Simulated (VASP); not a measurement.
## Tc3Sn: equation of state with PBE

Tc3Sn:

```
CELL_PARAMETERS angstrom
2.94159 0.00000 0.00000
-1.47079 2.54749 0.00000
0.00000 0.00000 8.63345
ATOMIC_POSITIONS crystal
Sn 0.00000 0.00000 0.00000
Tc 0.33333 0.66667 0.73822
Tc 0.33333 0.66667 0.26178
Tc 0.00000 0.00000 0.50000
```

The cell comes from a database or a generator and needn't be the stable form of this composition.

| Property | Result |
| --- | --- |
| Program | VASP 6.6.1 |
| Task | equation of state |
| Functional | PBE |
| Potentials or basis | VASP PAW PBE potentials, release 64 (Sn_d, Tc_pv) |
| Cutoff | 520 eV |
| k mesh | 10 × 10 × 3 |
| Occupations | fermi-dirac, width 0.05 eV |
| Spin | no spin polarisation |

```
Equilibrium volume                        : 16.03 Å³/atom
Bulk modulus at fixed shape and positions : 225 GPa
Pressure derivative of the bulk modulus   : 4.7
```

Energy against volume, from the lowest point:
| volume (Å³/atom) | energy (meV/atom) |
| --- | --- |
| 15.204 | 31.73 |
| 15.527 | 10.60 |
| 15.851 | 0.42 |
| 16.174 | 0.00 |
| 16.498 | 8.29 |
| 16.821 | 24.32 |
| 17.144 | 47.27 |

All runs of the series together: 7.1 min on 1 thread of Intel(R) Xeon(R) Platinum 8488C (Sapphire Rapids), on a shared host.

Caveat: the cell was scaled at fixed shape and fractional positions, which overstates the stiffness of a crystal with free parameters, most of all of layers and chains.
